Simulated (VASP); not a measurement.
VASP input:

### POSCAR
```
CsBr
1.0
  4.4123297667   0.0000000000   0.0000000000
  0.0000000000   4.4123297667   0.0000000000
  0.0000000000   0.0000000000   4.4123297667
Cs Br
1 1
Cart
  0.0000000000   0.0000000000   0.0000000000
  2.2061648834   2.2061648834   2.2061648834
```

INCAR:
```
SYSTEM = CsBr
PREC = Accurate
ENCUT = 520
EDIFF = 1E-6
NELM = 100
ALGO = Normal
LREAL = .FALSE.
LASPH = .TRUE.
ISMEAR = 0
SIGMA = 0.05
GGA = ML
ZAB_VDW = -1.8867
LUSE_VDW = .TRUE.
AGGAC = 0.0
LMAXMIX = 4
LWAVE = .FALSE.
LCHARG = .FALSE.
IBRION = 2
ISIF = 3
NSW = 60
EDIFFG = -0.01
```

**KPOINTS**
```
K-points
0
G
  6 6 6
```

POTCAR, in this order: Cs_sv Br (PBE.64 set). Program: vasp_std.

Question: Write an equivalent input for Quantum ESPRESSO's pw.x.

Answer: One equivalent input (not run):
```
&CONTROL
  calculation = 'vc-relax'
  pseudo_dir = './pseudo'
  outdir = './out'
  tprnfor = .true.
  tstress = .true.
  nstep = 60
  forc_conv_thr = 0.00039
/
&SYSTEM
  ibrav = 0
  nat = 2
  ntyp = 2
  ecutwfc = 50
  occupations = 'smearing'
  smearing = 'gaussian'
  degauss = 0.003675
  input_dft = 'vdw-df2'
/
&ELECTRONS
  conv_thr = 7.3e-08
  electron_maxstep = 100
/
&IONS
/
&CELL
/
ATOMIC_SPECIES
  Cs 132.905 Cs.upf
  Br 79.904 Br.upf
CELL_PARAMETERS angstrom
     4.4123298   -0.0000000    0.0000000
     0.0000000    4.4123298    0.0000000
     0.0000000    0.0000000    4.4123298
ATOMIC_POSITIONS crystal
  Cs   0.0000000  0.0000000  0.0000000
  Br   0.5000000  0.5000000  0.5000000
K_POINTS automatic
  6 6 6 0 0 0
```
What does not carry over: the potentials are each code's own (VASP's PAW set, PseudoDojo norm-conserving files in pw.x), so ENCUT and ecutwfc are chosen apart and not converted; conv_thr bounds pw.x's estimated SCF error, while EDIFF bounds the energy change between steps; forc_conv_thr acts on force components and is met together with etot_conv_thr.

The compound is CsBr in the CsCl type structure. It was relaxed first, which changed the volume by +9 %. The start is the result of an earlier pass.
